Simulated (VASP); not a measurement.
# What goes wrong when Rhodium is relaxed with a bad input

Aim: see how common mistakes in a VASP relaxation show up, on Rhodium. The starting structure is a measured crystal structure from the Crystallography Open Database. The first relaxation on each setting starts from this cell expanded by 3 % in volume.

Method: Kohn-Sham DFT with plane waves and PAW; PBEsol, in VASP 6.6.1.

## (1) The structure

The structure is cubic, space group Fm-3m (No. 225). Conventional cell: a = 3.803 Å, b = 3.803 Å, c = 3.803 Å, α = 90.00°, β = 90.00°, γ = 90.00°. Nearest to Rh lie 12 Rh at 2.69 Å.

Coordinates:

```
Rh
1.0
     0.00000    1.90155    1.90155
     1.90155    0.00000    1.90155
     1.90155    1.90155    0.00000
Rh
1
Direct
  0.00000 0.00000 0.00000
```

## (2) Reference relaxation

This run starts from the cell of an earlier relaxation, which isn't shown; the restart sets up the plane waves anew.

Input file INCAR:

```
SYSTEM = Rh
PREC = Accurate
ENCUT = 450
EDIFF = 1E-06
NELM = 100
ISMEAR = 1
SIGMA = 0.15
LREAL = .FALSE.
ALGO = Normal
GGA = PS
NBANDS = 13
LORBIT = 11
LWAVE = .FALSE.
LCHARG = .FALSE.
KPAR = 4
IBRION = 2
NSW = 50
ISIF = 3
EDIFFG = -0.004
```

Input file POSCAR:

```
Rh
1.0
    0.0000000000      1.8897040445      1.8897040445
    1.8897040445      0.0000000000      1.8897040445
    1.8897040445      1.8897040445      0.0000000000
Rh
1
Direct
    0.0000000000      0.0000000000      0.0000000000
```

Input file KPOINTS:

```
Automatic mesh
0
Gamma
20 20 20
0 0 0
```

Potentials, in the order of the species: Rh_pv (PBE family, release 64).

Launch:

```bash
$ mpirun -np 4 vasp_std
```

The program printed:

```text
[banner, memory and clock lines left out]
running    4 mpi-ranks, on    1 nodes
 distrk:  each k-point on    1 cores,    4 groups
 distr:  one band on    1 cores,    1 groups

 POSCAR found type information on POSCAR Rh
 POSCAR found :  1 types and       1 ions
|                                                                             |
|               ----> ADVICE to this user running VASP <----                  |
|                                                                             |
|     You enforced a specific xc type in the INCAR file but a different       |
|     [... a line on the potential file left out ...]
|     I HOPE YOU KNOW WHAT YOU ARE DOING!                                     |
|                                                                             |

 LDA part: xc-table for (Slater+PW92), standard interpolation
 POSCAR, INCAR and KPOINTS ok, starting setup
 FFT: planning ... GRIDC
 FFT: planning ... GRID_SOFT
 FFT: planning ... GRID
 WAVECAR not read
 entering main loop
       N       E                     dE             d eps       ncg     rms          rms(c)
DAV:   1     0.108938179282E+03    0.10894E+03   -0.82912E+03  6687   0.112E+03
DAV:   2    -0.737773085617E+01   -0.11632E+03   -0.11114E+03  7111   0.336E+02
DAV:   3    -0.876446454904E+01   -0.13867E+01   -0.13841E+01  7906   0.410E+01
DAV:   4    -0.877099589202E+01   -0.65313E-02   -0.65304E-02  7719   0.290E+00
DAV:   5    -0.877107406516E+01   -0.78173E-04   -0.78163E-04  8071   0.285E-01    0.115E+01
DAV:   6    -0.815896109108E+01    0.61211E+00   -0.10277E+00  7806   0.149E+01    0.381E+00
DAV:   7    -0.814298771722E+01    0.15973E-01   -0.10691E-01  8031   0.260E+00    0.154E+00
DAV:   8    -0.813843864246E+01    0.45491E-02   -0.10295E-02  7456   0.146E+00    0.138E-01
DAV:   9    -0.813802352358E+01    0.41512E-03   -0.95831E-04  8016   0.447E-01    0.207E-02
DAV:  10    -0.813802815980E+01   -0.46362E-05   -0.94107E-06  7764   0.387E-02    0.728E-03
DAV:  11    -0.813802811691E+01    0.42889E-07   -0.14688E-06  6836   0.148E-02
   1 F= -.81380281E+01 E0= -.81383390E+01  d E =-.813803E+01
 curvature:   0.00 expect dE= 0.000E+00 dE for cont linesearch  0.000E+00
 trial: gam= 0.00000 g(F)=  0.305E-61 g(S)=  0.211E-04 ort = 0.000E+00 (trialstep = 0.100E+01)
 search vector abs. value=  0.211E-04
 bond charge predicted
       N       E                     dE             d eps       ncg     rms          rms(c)
DAV:   1    -0.813893934016E+01   -0.91118E-03   -0.12207E-02  6856   0.166E+00    0.224E-01
DAV:   2    -0.813801086146E+01    0.92848E-03   -0.18912E-03  6871   0.608E-01    0.366E-02
DAV:   3    -0.813800521773E+01    0.56437E-05   -0.23475E-05  7591   0.603E-02    0.208E-02
DAV:   4    -0.813801032276E+01   -0.51050E-05   -0.63880E-06  7056   0.297E-02    0.159E-03
DAV:   5    -0.813801012993E+01    0.19283E-06   -0.12627E-07  4268   0.519E-03
   2 F= -.81380101E+01 E0= -.81383189E+01  d E =0.179870E-04
 trial-energy change:    0.000018  1 .order    0.000018   -0.000021    0.000057
 step:   0.2708(harm=  0.2708)  dis= 0.00000  next Energy=    -8.138031 (dE=-0.286E-05)
 bond charge predicted
       N       E                     dE             d eps       ncg     rms          rms(c)
DAV:   1    -0.813852673825E+01   -0.51642E-03   -0.64962E-03  6846   0.121E+00    0.162E-01
DAV:   2    -0.813803678179E+01    0.48996E-03   -0.10092E-03  6851   0.444E-01    0.270E-02
DAV:   3    -0.813803174230E+01    0.50395E-05   -0.12110E-05  7456   0.433E-02    0.153E-02
DAV:   4    -0.813803056622E+01    0.11761E-05   -0.33578E-06  7021   0.216E-02    0.112E-03
DAV:   5    -0.813803064953E+01   -0.83310E-07   -0.62394E-08  3758   0.363E-03
   3 F= -.81380306E+01 E0= -.81383409E+01  d E =-.253262E-05
 curvature:  -0.14 expect dE=-0.243E-07 dE for cont linesearch -0.243E-07
 trial: gam= 0.00000 g(F)=  0.493E-62 g(S)=  0.179E-06 ort =-0.195E-05 (trialstep = 0.854E+00)
 search vector abs. value=  0.179E-06
 reached required accuracy - stopping structural energy minimisation
```

It took 30 s on 4 MPI ranks of AMD EPYC 7R43, shared host; peak memory 0.48 GiB; 1.9 min of CPU time.

The logs omit lines about the potential files and the build; timing stands in the text.

OUTCAR, selected parts (step 2):

```text
ion  position               nearest neighbor table
   1  0.000  0.000  0.000-

  LATTYP: Found a face centered cubic cell.
 ALAT       =     3.7794080890

 Subroutine GETGRP returns: Found 48 space group operations
 (whereof 48 operations were pure point group operations)

The static configuration has the point symmetry O_h .

 Found    256 irreducible k-points:

   k-points           NKPTS =    256   k-points in BZ     NKDIM =    256   number of bands    NBANDS=     13

   dimension x,y,z NGX =    18 NGY =   18 NGZ =   18
   dimension x,y,z NGXF=    36 NGYF=   36 NGZF=   36

   ENCUT  =  450.0 eV  33.07 Ry    5.75 a.u.   4.62  4.62  4.62*2*pi/ulx,y,z

   NELECT =      15.0000    total number of electrons

 k-points in reciprocal lattice and weights: Automatic mesh
   0.00000000  0.00000000  0.00000000       0.000
   0.05000000  0.00000000  0.00000000       0.001
   0.10000000  0.00000000  0.00000000       0.001
   0.15000000  0.00000000  0.00000000       0.001
   0.20000000  0.00000000  0.00000000       0.001
   0.25000000  0.00000000  0.00000000       0.001
   0.30000000  0.00000000  0.00000000       0.001
   0.35000000  0.00000000  0.00000000       0.001
   0.40000000  0.00000000  0.00000000       0.001
[...]
-0.30000000  0.50000000  0.20000000       0.002
  -0.25000000  0.50000000  0.25000000       0.001

 average (electrostatic) potential at core
       1 -70.4338

 E-fermi :  12.1120

 k-point     1 :       0.0000    0.0000    0.0000
  band No.  band energies     occupation
    ...
      5       8.9183      2.00000
      6       8.9183      2.00000
      7       8.9183      2.00000
      8      11.0996      2.00000
      9      11.0996      2.00000
     10      28.0255      0.00000
     11      32.4267      0.00000
     12      33.5860      0.00000
     13      33.5860      0.00000

 k-point     2 :       0.0500    0.0000    0.0000
  band No.  band energies     occupation
    ...
      5       8.8709      2.00000
      6       8.9594      2.00000
      7       8.9594      2.00000
      8      11.0757      2.00000
      9      11.0757      2.00000
     10      28.1793      0.00000
     11      32.4241      0.00000
     12      33.0050      0.00000
     13      33.7392      0.00000

 k-point     3 :       0.1000    0.0000    0.0000
  band No.  band energies     occupation
    ...
      5       8.7477      2.00000
      6       9.0702      2.00000
      7       9.0702      2.00000
      8      11.0200      2.00000
      9      11.0200      2.00000
     10      28.6027      0.00000
     11      31.7332      0.00000
     12      32.4314      0.00000
     13      34.1869      0.00000

  Total        0.0011127      0.0011127      0.0011127      0.0000000      0.0000000      0.0000000
  in kB        0.1321604      0.1321604      0.1321604      0.0000000      0.0000000      0.0000000
  external PRESSURE =       0.1321604 kB  Pullay stress =       0.0000000 kB

  energy-cutoff  :      450.00
  volume of cell :       13.49
      direct lattice vectors                 reciprocal lattice vectors
     0.000000000  1.889405617  1.889405617    -0.264633489  0.264633489  0.264633489
     1.889405617 -0.000000000  1.889405617     0.264633489 -0.264633489  0.264633489
     1.889405617  1.889405617  0.000000000     0.264633489  0.264633489 -0.264633489

 POSITION                                       TOTAL-FORCE (eV/Angst)
 -----------------------------------------------------------------------------------
      0.00000      0.00000      0.00000        -0.000000     -0.000000     -0.000000
 -----------------------------------------------------------------------------------
    total drift:                                0.000000     -0.000000      0.000000

  FREE ENERGIE OF THE ION-ELECTRON SYSTEM (eV)
  ---------------------------------------------------
  free  energy   TOTEN  =        -8.1380306495 eV

  energy  without entropy=       -8.1389615213  energy(sigma->0) =       -8.13834094

 reached required accuracy - stopping structural energy minimisation

 total charge
# of ion       s       p       d       tot
------------------------------------------
    1        0.417   6.317   7.076  13.810

[... 3 further parts left out ...]
```

This run has no spin polarisation. Its electron count is odd, so without a moment it is a metal by construction. The PAW data sets were made with PBE, which is usual practice but a small mismatch for other functionals. The run keeps the 48 symmetry operations of its start, so it cannot find a distortion of lower symmetry.

The reference relaxation ends at 13.490 Å³ an atom. Pressures at 0.985 and 1.015 times this volume, from two more relaxations that aren't shown, give a bulk modulus of 297.2 GPa.

## (3) Relaxation with too few ionic steps

A slip made on purpose: too few ionic steps. Against step 2 the input has NSW = 2 (also changed: NELM).

Edit INCAR of step 2 so:

```diff
@@ -4,3 +4,3 @@
 EDIFF = 1E-06
-NELM = 100
+NELM = 60
 ISMEAR = 1
@@ -16,3 +16,3 @@
 IBRION = 2
-NSW = 50
+NSW = 2
 ISIF = 3
```

Input file POSCAR:

```
Rh
1.0
    0.0000000000      1.9203784522      1.9203784522
    1.9203784522      0.0000000000      1.9203784522
    1.9203784522      1.9203784522      0.0000000000
Rh
1
Direct
    0.0000000000      0.0000000000      0.0000000000
```

KPOINTS is that of step 2.

Launch:

```bash
$ mpirun -np 4 vasp_std
```

The program printed:

```text
[banner, memory and clock lines left out]
running    4 mpi-ranks, on    1 nodes
[...]
[... a notice as in an earlier step ...]

 LDA part: xc-table for (Slater+PW92), standard interpolation
 POSCAR, INCAR and KPOINTS ok, starting setup
[...]
entering main loop
       N       E                     dE             d eps       ncg     rms          rms(c)
DAV:   1     0.108603245686E+03    0.10860E+03   -0.82946E+03  6696   0.111E+03
DAV:   2    -0.734351553058E+01   -0.11595E+03   -0.11105E+03  7126   0.332E+02
DAV:   3    -0.874862228520E+01   -0.14051E+01   -0.14021E+01  7866   0.409E+01
DAV:   4    -0.875542688613E+01   -0.68046E-02   -0.68039E-02  7682   0.294E+00
[...]
DAV:   9    -0.811080253254E+01    0.30180E-03   -0.68455E-04  8261   0.374E-01    0.209E-02
DAV:  10    -0.811080579628E+01   -0.32637E-05   -0.10004E-05  7862   0.391E-02    0.660E-03
DAV:  11    -0.811080618186E+01   -0.38558E-06   -0.65763E-07  6311   0.777E-03
   1 F= -.81108062E+01 E0= -.81111790E+01  d E =-.811081E+01
[...]
N       E                     dE             d eps       ncg     rms          rms(c)
DAV:   1    -0.157456495545E+02   -0.76348E+01   -0.10248E+02  8276   0.146E+02    0.337E+01
DAV:   2    -0.821078041567E+01    0.75349E+01   -0.11527E+01  6866   0.535E+01    0.618E+00
DAV:   3    -0.791841579385E+01    0.29236E+00   -0.66840E-01  8446   0.109E+01    0.464E+00
DAV:   4    -0.793112561249E+01   -0.12710E-01   -0.89591E-02  6911   0.244E+00    0.196E+00
DAV:   5    -0.793628227443E+01   -0.51567E-02   -0.99631E-03  7471   0.120E+00    0.162E-01
DAV:   6    -0.793599883513E+01    0.28344E-03   -0.92929E-04  7591   0.448E-01    0.484E-02
DAV:   7    -0.793593706171E+01    0.61773E-04   -0.76928E-05  7261   0.126E-01    0.233E-03
DAV:   8    -0.793593718669E+01   -0.12498E-06   -0.47101E-07  5443   0.907E-03
   2 F= -.79359372E+01 E0= -.79360932E+01  d E =0.174869E+00
 trial-energy change:    0.174869  1 .order    0.202100   -0.184514    0.588713
 step:   0.2814(harm=  0.2386)  dis= 0.00000  next Energy=    -8.137369 (dE=-0.266E-01)
```

Run time: 31 s. Hardware: 4 MPI ranks; peak memory 0.5 GiB.

Parts of OUTCAR (step 3):

```text
  Total        3.6025760      3.6025760      3.6025760     -0.0000000     -0.0000000      0.0000000
  in kB      482.0692345    482.0692345    482.0692345     -0.0000000     -0.0000000      0.0000000
  external PRESSURE =     482.0692345 kB  Pullay stress =       0.0000000 kB

 POSITION                                       TOTAL-FORCE (eV/Angst)
 -----------------------------------------------------------------------------------
      3.63155      3.63155      3.63155         0.000000      0.000000     -0.000000
 -----------------------------------------------------------------------------------
    total drift:                                0.000000      0.000000      0.000000

  FREE ENERGIE OF THE ION-ELECTRON SYSTEM (eV)
  ---------------------------------------------------
  free  energy   TOTEN  =        -7.9359371867 eV

  energy  without entropy=       -7.9364051575  energy(sigma->0) =       -7.93609318

[... 1 part as in an earlier step ...]

[... 2 further parts left out ...]
[key lines of the parts left out:]
E-fermi :  14.4929
```

The relaxation used up its 2 ionic steps (NSW) before forces and stress met EDIFFG.

## (4) Relaxation with too few electronic steps

A slip made on purpose: too few electronic steps. Against step 2 the input has NELM = 4 (also changed: NSW).

Edit INCAR of step 3 so:

```diff
@@ -4,3 +4,3 @@
 EDIFF = 1E-06
-NELM = 60
+NELM = 4
 ISMEAR = 1
@@ -16,3 +16,3 @@
 IBRION = 2
-NSW = 2
+NSW = 30
 ISIF = 3
```

POSCAR is that of step 3.

KPOINTS is that of step 3.

Launch:

```bash
$ mpirun -np 4 vasp_std
```

The program printed:

```text
[... set-up lines as in an earlier step ...]
 entering main loop
       N       E                     dE             d eps       ncg     rms          rms(c)
[... 4 cycles as in an earlier step ...]
 -----------------------------------------------------------------------------
|                                                                             |
|           W    W    AA    RRRRR   N    N  II  N    N   GGGG   !!!           |
|           W    W   A  A   R    R  NN   N  II  NN   N  G    G  !!!           |
|           W    W  A    A  R    R  N N  N  II  N N  N  G       !!!           |
|           W WW W  AAAAAA  RRRRR   N  N N  II  N  N N  G  GGG   !            |
|           WW  WW  A    A  R   R   N   NN  II  N   NN  G    G                |
|           W    W  A    A  R    R  N    N  II  N    N   GGGG   !!!           |
|                                                                             |
|     The electronic self-consistency was not achieved in the given           |
|     number of steps (NELM). The forces and other quantities evaluated       |
[...]
|     E        R   R    R   R    O     O  R   R                               |
|     E        R    R   R    R   O     O  R    R      ###     ###     ###     |
|     EEEEEEE  R     R  R     R  OOOOOOO  R     R     ###     ###     ###     |
|                                                                             |
|     Orbital orthonormalization failed in the inversion of matrix            |
|     LAPACK: Routine ZPOTRF failed! kpoint: 1 spin: 1                        |
|                                                                             |
|     Possible solutions for this issue are:                                  |
|     - Please check whether the atoms are too close to each other.           |
|     - Decreasing POTIM might help during relaxations or MDs.                |
|     - Deleting CHGCAR or WAVECAR if incompatible with the structure.        |
|     - Try calculating without symmetrizing (ISYM = 0 or ISYM = -1).         |
|     - As last resort: using a different PAW for some of the atoms.          |
|                                                                             |
|       ---->  I REFUSE TO CONTINUE WITH THIS SICK JOB ... BYE!!! <----       |
|                                                                             |
 -----------------------------------------------------------------------------

1
1
1
1
```

Run time: 11 s. Hardware: 4 MPI ranks.

VASP stopped with this message: “Orbital orthonormalization failed in the inversion of matrix LAPACK: Routine ZPOTRF failed! kpoint: 1 spin: 1”.

## (5) Relaxation with the cell held fixed (ISIF = 2)

A slip made on purpose: the cell held fixed (ISIF = 2). Against step 2 the input has ISIF = 2 (also changed: NELM).

Edit INCAR of step 4 so:

```diff
@@ -4,3 +4,3 @@
 EDIFF = 1E-06
-NELM = 4
+NELM = 60
 ISMEAR = 1
@@ -16,4 +16,4 @@
 IBRION = 2
-NSW = 30
-ISIF = 3
+NSW = 50
+ISIF = 2
 EDIFFG = -0.004
```

POSCAR is that of step 4.

KPOINTS is that of step 4.

Launch:

```bash
$ mpirun -np 4 vasp_std
```

The program printed:

```text
[... set-up lines as in an earlier step ...]
 entering main loop
       N       E                     dE             d eps       ncg     rms          rms(c)
[... 11 cycles as in an earlier step ...]
   1 F= -.81108062E+01 E0= -.81111790E+01  d E =-.811081E+01
[...]
reached required accuracy - stopping structural energy minimisation
```

Elapsed: 14 s, on 4 MPI ranks; peak memory 0.47 GiB; 54 s of CPU time.

(Part 1 of 2 ends here.)

[Lines on the potential files, build, host, timing and source positions are cut from VASP's logs without a mark.]

[Logs are printed without paths, hosts, clocks, repeated set-up lines and the standing remarks that a program may print on its own settings, such as how far it seeks lower states.]

[Hosts, paths, dates, database ids (printed as entryN), source tags and the programs' standing remarks are cut or masked in the printed files.]
